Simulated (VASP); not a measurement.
Consider the following.

```xyz
4
Lattice="4.2766 0.0000 0.0000 0.0000 4.2766 0.0000 0.0000 0.0000 4.2766" Properties=species:S:1:pos:R:3 pbc="T T T"
Zr     0.0000     2.1383     2.1383
Zr     2.1383     0.0000     2.1383
Zr     2.1383     2.1383     0.0000
Pt     0.0000     0.0000     0.0000
```

These are PBEsol GGA, VASP's PBE PAW potentials (set 64) (plane waves; VASP) values and carry that method's errors. Numerical set-up: 400 eV cut-off, 8×8×8 Γ-centred mesh, tetrahedra with Blöchl corrections, potentials Zr_sv Pt.

Unless said otherwise, spin-orbit coupling is left out, though it shifts the bands of the heavy elements here.

Question: Predict the energy per atom (σ→0), band gap (on the k-mesh) with the smallest direct gap where there is one.

Answer: 
The band gap (on the k-mesh) is none (metal, semimetal or under 0.01 eV) and the energy per atom (σ→0) is -867.1 kJ/mol of atoms.

The structure comes from a computed database's Zr3Pt entry (Pm-3m); how it stands against other phases isn't given here. It was relaxed first, which changed the volume by -5 %.
